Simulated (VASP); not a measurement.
Data:

```
CELL_PARAMETERS angstrom
      2.16712    -3.75355     0.00000
      2.16712     3.75355     0.00000
      0.00000     0.00000     7.06757
ATOMIC_POSITIONS crystal
  Cd 0.66667 0.33333 0.50007
  Cd 0.33333 0.66667 0.00007
  Se 0.66667 0.33333 0.87593
  Se 0.33333 0.66667 0.37593
```

All values below come from PBE GGA with D4 dispersion, VASP's PBE PAW potentials (set 64) (plane waves; VASP). Settings: 520 eV cut-off, Gaussian smearing of 0.050 eV, potentials Cd Se.

Problem. Predict the band gap (along the path) with the smallest direct gap where there is one.

Solution. 
The band gap (along the path) is 0.62 eV and the smallest direct gap (along the path) is 0.62 eV.

The absolute energy has meaning only against runs of the same code, potentials and settings.

The compound is CdSe in the wurtzite structure. It was relaxed first.
